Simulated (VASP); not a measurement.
Given:

```
TiN
1.0
    0.00000     2.11515     2.11515
    2.11515     0.00000     2.11515
    2.11515     2.11515     0.00000
Ti N
1 1
Direct
  0.00000   0.00000   0.00000
  0.50000   0.50000   0.50000
```

The numbers are results of SCAN meta-GGA, VASP's PBE PAW potentials (set 64) (plane waves; VASP), not measurements. Numerical set-up: 520 eV cut-off, 15×15×15 Γ-centred mesh, first-order Methfessel-Paxton smearing of 0.10 eV, potentials Ti_sv N.

Task: Give the energy at these volumes per atom, relative to the lowest: 8.93, 9.22, 9.50, 9.79, 10.07 Å³.

Result: 30.7, 6.2, 0.0, 9.4, 32.0 meV/atom. A third-order Birch-Murnaghan fit gives B0 = 296 GPa and B0′ = 4.5.

Measured: bulk modulus 288 GPa (computed value off by +2.9 %), as given by V. Krasnenko et al., Solid State Sciences (2013), arXiv:1306.3139; a 4.239 Å (computed value off by -0.2 %), as given by Guo-Xu Zhang et al., New Journal of Physics (2018), doi:10.1088/1367-2630/aac7f0. The calculation is for a static lattice, while the measured bulk modulus, a hold thermal and zero-point effects, which are part of the difference.

The compound is TiN in the rock salt structure. It was relaxed first.
